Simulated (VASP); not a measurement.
These are optB88-vdW, VASP's PBE PAW potentials (set 64) (plane waves; VASP) values and carry that method's errors.

VASP ran on this input.

KPOINTS:
```
Automatic mesh
0
G
  11 11 11
```

### INCAR
```
PREC = Accurate
AGGAC = 0.0
LASPH = .True.
PARAM1 = 0.1833333333
LMAXMIX = 4   ! l cut-off of mixed one-centre charges
LWAVE = .False.
ISMEAR = 1
ENCUT = 400   ! plane-wave cut-off (eV)
SYSTEM = Pb
SIGMA = 0.1
LUSE_VDW = .True.
LREAL = .False.   ! projection in real space or not
LCHARG = .False.
EDIFF = 1E-6
ISIF = 2
NELM = 100   ! most electronic steps
PARAM2 = 0.22
GGA = BO
ALGO = Normal
```

File POSCAR:
```
Pb
1
    0.0000000000     2.4750000000     2.4750000000
    2.4750000000     0.0000000000     2.4750000000
    2.4750000000     2.4750000000     0.0000000000
Pb
1
Direct
  0.0000000000   0.0000000000   0.0000000000
```

POTCAR, in this order: Pb_d (PBE.64 set). Program: vasp_std.

Unless said otherwise, spin-orbit coupling is left out, though it shifts the bands of the heavy elements here.

Question: What does the run give for the energy per atom (σ→0), pressure, band gap (on the k-mesh)?

Answer: 
| Property | Value |
|---|---|
| energy per atom (σ→0) | -0.343 eV/atom |
| band gap (on the k-mesh) | none (metal, semimetal or under 0.01 eV) |
| pressure | 1.76 GPa |

File OSZICAR:
```
...
DAV:   4    -0.349682666143E+00   -0.92450E-01   -0.92435E-01  1532   0.125E+01
DAV:   5    -0.353140161423E+00   -0.34575E-02   -0.34574E-02  1537   0.206E+00    0.492E-01
DAV:   6    -0.345558497301E+00    0.75817E-02   -0.11385E-02  1516   0.201E+00    0.237E-01
DAV:   7    -0.343489233043E+00    0.20693E-02   -0.48288E-03  1469   0.123E+00    0.660E-02
DAV:   8    -0.343392328213E+00    0.96905E-04   -0.29882E-04  1388   0.343E-01    0.107E-02
DAV:   9    -0.343388039695E+00    0.42885E-05   -0.11609E-05  1537   0.657E-02    0.502E-03
DAV:  10    -0.343387458303E+00    0.58139E-06   -0.15494E-06  1341   0.113E-02
   1 F= -.34338746E+00 E0= -.34337366E+00  d E =-.414039E-04
```

The compound is Pb in the fcc structure. The cell was not relaxed at this level. The run is one of a series of settings (AGGAC = 0.0, GGA = BO, LUSE_VDW = .TRUE., PARAM1 = 0.1833333333, PARAM2 = 0.22 against the base run), some of them coarse on purpose.
